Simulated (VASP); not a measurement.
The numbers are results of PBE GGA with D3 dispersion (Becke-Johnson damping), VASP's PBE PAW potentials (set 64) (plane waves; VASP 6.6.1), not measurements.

The input files of a VASP run:

### INCAR
```
SYSTEM = CdS
PREC = Accurate
ENCUT = 520
EDIFF = 1E-7
NELM = 100
ALGO = Normal
LREAL = .FALSE.
LASPH = .TRUE.
ISMEAR = 0
SIGMA = 0.05
GGA = PE
IVDW = 12
LMAXMIX = 4
LWAVE = .FALSE.
LCHARG = .FALSE.
ISIF = 4
IBRION = 2
NSW = 30
EDIFFG = -0.01
```

**KPOINTS**
```
kpoints
0
G
 6 6 4
0 0 0
```

### POSCAR
```
CdS
1
    2.1165501950    -3.6659722980     0.0000000000
    2.1165501950     3.6659722980     0.0000000000
    0.0000000000     0.0000000000     6.8814009124
Cd S
2 2
Direct
  0.6666670000   0.3333330000   0.5000545832
  0.3333330000   0.6666670000   0.0000545832
  0.6666670000   0.3333330000   0.8769454168
  0.3333330000   0.6666670000   0.3769454168
```

POTCAR, in this order: Cd S (PBE.64 set). Program: vasp_std.

Output of the run:

### OUTCAR
```
 ion  position               nearest neighbor table
   1  0.667  0.333  0.500-   4 2.59   4 2.59   4 2.59   3 2.59
   2  0.333  0.667  0.000-   3 2.59   3 2.59   3 2.59   4 2.59
   3  0.667  0.333  0.877-   2 2.59   2 2.59   2 2.59   1 2.59
   4  0.333  0.667  0.377-   1 2.59   1 2.59   1 2.59   2 2.59
  LATTYP: Found a hexagonal cell.
 ALAT       =     4.2331002371
 C/A-ratio  =     1.6256172845
 Subroutine PRICEL returns:
 Original cell was already a primitive cell.
 Subroutine GETGRP returns: Found 12 space group operations
The static configuration has the point symmetry C_3v.
 The point group associated with its full space group is C_6v.
The dynamic configuration has the point symmetry C_3v.
 Subroutine INISYM returns: Found 12 space group operations
 Subroutine IBZKPT returns following result:
 Found     21 irreducible k-points:

 Following reciprocal coordinates:
            Coordinates               Weight
  0.000000  0.000000  0.000000      1.000000
  0.166667  0.000000  0.000000      6.000000
  0.333333  0.000000  0.000000      6.000000
  0.500000  0.000000  0.000000      3.000000
  0.166667  0.166667  0.000000      6.000000
  0.333333  0.166667  0.000000     12.000000
  0.333333  0.333333  0.000000      2.000000
  0.000000  0.000000  0.250000      2.000000
  0.166667  0.000000  0.250000     12.000000
  0.333333  0.000000  0.250000     12.000000
  0.500000  0.000000  0.250000      6.000000
  0.166667  0.166667  0.250000     12.000000
  0.333333  0.166667  0.250000     24.000000
  0.333333  0.333333  0.250000      4.000000
  0.000000  0.000000  0.500000      1.000000
  0.166667  0.000000  0.500000      6.000000
  0.333333  0.000000  0.500000      6.000000
  0.500000  0.000000  0.500000      3.000000
  0.166667  0.166667  0.500000      6.000000
  0.333333  0.166667  0.500000     12.000000
...
```

File OSZICAR:
```
       N       E                     dE             d eps       ncg     rms          rms(c)
DAV:   1     0.245822646689E+03    0.24582E+03   -0.17727E+04   932   0.149E+03
DAV:   2     0.962694326193E+00   -0.24486E+03   -0.23902E+03  1032   0.354E+02
DAV:   3    -0.132360003895E+02   -0.14199E+02   -0.14153E+02  1110   0.846E+01
DAV:   4    -0.134044072837E+02   -0.16841E+00   -0.16827E+00  1074   0.920E+00
DAV:   5    -0.134074068379E+02   -0.29996E-02   -0.29994E-02  1122   0.120E+00    0.102E+01
DAV:   6    -0.123103656413E+02    0.10970E+01   -0.26861E+00  1164   0.161E+01    0.815E+00
DAV:   7    -0.122945065987E+02    0.15859E-01   -0.74080E-01  1074   0.501E+00    0.397E+00
DAV:   8    -0.122934742376E+02    0.10324E-02   -0.98185E-02  1080   0.331E+00    0.471E-01
DAV:   9    -0.122912473799E+02    0.22269E-02   -0.20432E-02  1170   0.175E+00    0.135E-01
DAV:  10    -0.122915654102E+02   -0.31803E-03   -0.15169E-03  1008   0.378E-01    0.113E-01
DAV:  11    -0.122917115320E+02   -0.14612E-03   -0.26715E-04  1150   0.117E-01    0.937E-02
DAV:  12    -0.122917320733E+02   -0.20541E-04   -0.21120E-04  1008   0.950E-02    0.127E-02
DAV:  13    -0.122917313488E+02    0.72454E-06   -0.14540E-05  1128   0.294E-02    0.697E-03
DAV:  14    -0.122917328383E+02   -0.14895E-05   -0.21700E-06  1020   0.803E-03    0.747E-03
DAV:  15    -0.122917321657E+02    0.67258E-06   -0.15967E-06  1084   0.104E-02    0.262E-03
DAV:  16    -0.122917321304E+02    0.35288E-07   -0.23042E-07   856   0.269E-03
   1 F= -.13420706E+02 E0= -.13420706E+02  d E =-.134207E+02
```

OUTCAR:
```
------------------------ aborting loop because EDIFF is reached ----------------------------------------
 Edisp (eV)   -1.12897
  FORCE on cell =-STRESS in cart. coord.  units (eV):
  Direction    XX          YY          ZZ          XY          YZ          ZX
  --------------------------------------------------------------------------------------
  Total      -1.94813    -1.94813    -1.92817     0.00000     0.00000     0.00000
  in kB     -29.22833   -29.22833   -28.92883     0.00000     0.00000     0.00000
  external pressure =      -29.13 kB  Pullay stress =        0.00 kB
  volume of cell :      106.79
      direct lattice vectors                 reciprocal lattice vectors
     2.116550195 -3.665972298  0.000000000     0.236233471 -0.136389465  0.000000000
     2.116550195  3.665972298  0.000000000     0.236233471  0.136389465  0.000000000
     0.000000000  0.000000000  6.881400912     0.000000000  0.000000000  0.145319247
  FREE ENERGIE OF THE ION-ELECTRON SYSTEM (eV)
  ---------------------------------------------------
  free  energy   TOTEN  =       -13.4207061255 eV

  energy  without entropy=      -13.4207061255  energy(sigma->0) =      -13.42070613

 reached required accuracy - stopping structural energy minimisation
```
(Selected blocks of OUTCAR.)

### OUTCAR
```
 val. band max:        0.7142593744   @ k =   0.0000   0.0000   0.0000

 cond. band min:       1.7684187997   @ k =   0.0000   0.0000   0.0000


 Fermi energy:         0.9194551522

 k-point     1 :       0.0000    0.0000    0.0000
  band No.  band energies     occupation
      1     -11.2353      2.00000
      2     -10.8690      2.00000
      3      -6.7616      2.00000
      4      -6.7574      2.00000
      5      -6.7574      2.00000
      6      -6.6883      2.00000
      7      -6.6883      2.00000
      8      -6.4196      2.00000
      9      -6.4196      2.00000
     10      -6.3455      2.00000
     11      -6.3455      2.00000
     12      -6.0535      2.00000
     13      -3.2424      2.00000
     14       0.0514      2.00000
     15       0.0514      2.00000
     16       0.6831      2.00000
     17       0.7142      2.00000
     18       0.7143      2.00000
     19       1.7684      0.00000
     20       3.4050      0.00000
     21       7.1889      0.00000
     22       7.1889      0.00000

 k-point     2 :       0.1667    0.0000    0.0000
  band No.  band energies     occupation
      1     -11.1545      2.00000
      2     -10.8343      2.00000
      3      -6.7358      2.00000
      4      -6.7262      2.00000
      5      -6.6889      2.00000
      6      -6.6472      2.00000
      7      -6.6439      2.00000
      8      -6.4355      2.00000
      9      -6.4179      2.00000
     10      -6.3729      2.00000
     11      -6.3391      2.00000
     12      -6.0022      2.00000
     13      -3.0823      2.00000
     14      -0.8346      2.00000
     15      -0.4408      2.00000
     16      -0.2274      2.00000
     17       0.5078      2.00000
     18       0.5483      2.00000
     19       2.8955      0.00000
     20       4.2242      0.00000
     21       6.4924      0.00000
     22       7.4927      0.00000

 k-point     3 :       0.3333    0.0000    0.0000
  band No.  band energies     occupation
      1     -10.9805      2.00000
...
```

The compound is CdS in the wurtzite structure. This cell is one point of a volume scan, at 1.06 of the reference volume.
